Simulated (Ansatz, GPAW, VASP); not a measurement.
## GaGePt6 (I-42m, 8 atoms in the cell) computed with different codes at matched settings

Self-consistent single point.

```
GaGePt6
1.0
   -2.76055     2.76055     3.97615
    2.76055    -2.76055     3.97615
    2.76055     2.76055    -3.97615
Ga Ge Pt
1 1 6
Cartesian
  0.00000   0.00000   0.00000
  0.00000   0.00000   3.97615
  1.09284   1.09284   5.92837
  1.09284  -1.09284   2.02394
  1.66770   1.66770   1.95221
 -1.09284   1.09284   2.02394
  0.00000   2.76055   0.00000
  2.76055   0.00000   0.00000
```

Shared settings, as Ansatz (an electronic-structure program) writes them: kpoints.mp_grid.grid = 5 5 5; scf.occupations.method = gaussian; scf.occupations.width = 0.2 eV. Potentials and cutoffs stand in the table.

```
code                                                            model  pressure (GPa)  largest force (eV/Å)  cutoff
------  -------------------------------------------------------------  --------------  --------------------  ------
VASP                     LDA (PZ), VASP's LDA PAW potentials (set 64)           -8.60                 0.082  300 eV
GPAW    LDA (Perdew-Wang 92), GPAW PAW datasets LDA (gpaw-data 1.0.1)           -8.80                 0.072  600 eV
Ansatz                            LDA (PW92), PAW files made with PBE           -8.64                 0.067  420 eV
```

On Ansatz's run: spin-orbit coupling is off. Spin polarisation is off.

The spread over the programs that give each value: pressure within 0.20 GPa; largest force within 0.015 eV/Å.

Ansatz's pressure is given at a fixed set of plane waves, as the other plane-wave codes print theirs; with its correction for the finite basis it is -8.58 GPa. The same LDA comes in different parametrisations, which differ slightly.

VASP's run is marked for a possible Pulay error in its stress at this cutoff; no cutoff test was made.

The starting cell comes from a database of computed structures (which also holds hypothetical and non-ambient phases and stackings), without a prior relaxation at this level.

Left out of this page: CP2K and SIESTA (not drawn, or without a comparable value).

Keys are those of Ansatz 0.2.
